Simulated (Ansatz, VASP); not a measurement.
**Hf2Pd2Se2Br2O3 in VASP and in Ansatz**

The input INCAR:

```
PREC     = Accurate       # precision mode
ENCUT    = 520            # plane-wave cutoff, eV
EDIFF    = 1E-7           # SCF threshold, eV
ISMEAR   = -1             # smearing method
SIGMA    = 0.05           # smearing width, eV
LREAL    = F              # projectors in reciprocal space
LASPH    = T              # aspherical terms in the spheres
NELM     = 100            # most SCF steps
ALGO     = Normal         # electronic algorithm
ISIF     = 2              # what is computed and relaxed
LWAVE    = F              # write WAVECAR
LCHARG   = F              # write CHGCAR
GGA      = PE             # functional
NBANDS   = 53             # bands
KPAR     = 4
```

File KPOINTS:

```
Automatic mesh
0
Gamma
  8 8 2
```

File POSCAR:

```
Hf2Pd2Se2Br2O3
1.0
    7.4317867475     -1.6748081659     -1.1517581632
    7.4317867475      1.6748081659     -1.1517581632
   -1.9831328937      0.0000000000     12.7851170772
Hf Pd Se Br O
2 2 2 2 3
Direct
    0.9451400000      0.9451400000      0.0614400000
    0.6062800000      0.6062800000      0.2830900000
    0.1792000000      0.1792000000      0.5096400000
    0.3228600000      0.3228600000      0.7430700000
    0.9223200000      0.9223200000      0.8456600000
    0.7899100000      0.7899100000      0.5880000000
    0.5864500000      0.5864500000      0.0452000000
    0.2460400000      0.2460400000      0.2865100000
    0.5970100000      0.5970100000      0.4212700000
    0.3855400000      0.3855400000      0.0730200000
    0.0309400000      0.0309400000      0.2216900000
```

The input input.yaml:

```yaml
crystal:
  lattice:
    - [7.4317867475, -1.6748081659, -1.1517581632]
    - [7.4317867475, 1.6748081659, -1.1517581632]
    - [-1.9831328937, 0.0, 12.7851170772]
  atoms:
    - { symbol: Hf, position: [0.94514, 0.94514, 0.06144] }
    - { symbol: Hf, position: [0.60628, 0.60628, 0.28309] }
    - { symbol: Pd, position: [0.1792, 0.1792, 0.50964] }
    - { symbol: Pd, position: [0.32286, 0.32286, 0.74307] }
    - { symbol: Se, position: [0.92232, 0.92232, 0.84566] }
    - { symbol: Se, position: [0.78991, 0.78991, 0.588] }
    - { symbol: Br, position: [0.58645, 0.58645, 0.0452] }
    - { symbol: Br, position: [0.24604, 0.24604, 0.28651] }
    - { symbol: O, position: [0.59701, 0.59701, 0.42127] }
    - { symbol: O, position: [0.38554, 0.38554, 0.07302] }
    - { symbol: O, position: [0.03094, 0.03094, 0.22169] }
hamiltonian:
  xc: pbe
  pseudopotentials: { kind: paw }
kpoints:
  mp_grid: { grid: [8, 8, 2] }
scf:
  occupations: { method: fermi_dirac, width: 0.05 }
output:
  forces: true
  stress: true
  eigenvalues: true
```

Change from the starting cell: volume scaled by 0.94.

Alike in both runs: task single point; functional PBE; k mesh 8 × 8 × 2; occupations fermi-dirac, width 0.05 eV; no spin polarisation.

```csv
,VASP,Ansatz
version,VASP 6.6.1,Ansatz 0.2.0
potentials or method,"VASP PAW PBE potentials, release 64 (Hf_pv, Pd, Se, Br, O)",Ansatz PAW
plane-wave cutoff (eV),520,420
valence electrons in the cell,84,152
```

```tsv
	VASP	Ansatz	Ansatz less VASP
gap on the k mesh at the Fermi level (eV)	0.89	0.90	+0.012
least direct gap on the mesh (eV)	0.94	0.94	+0.008
pressure (GPa)	4.4	4.7	+0.38
largest component of the traceless stress (GPa)	1.48	1.56	+0.080
rms of the force components (eV/Å)	0.390	0.422	+0.0324
```

Atom by atom the forces differ by 0.049 eV/Å (rms over components). With one functional, cell and mesh, what is left measures potentials, basis and numerics. The two sets of potentials don't hold the same shells in valence.

Caveats: spin-orbit coupling is left out, which moves the levels of the heavy elements; forces of over 1 eV/Å show positions far from the minimum, so gaps and moduli don't describe the material at rest. A k mesh can miss the band edges.
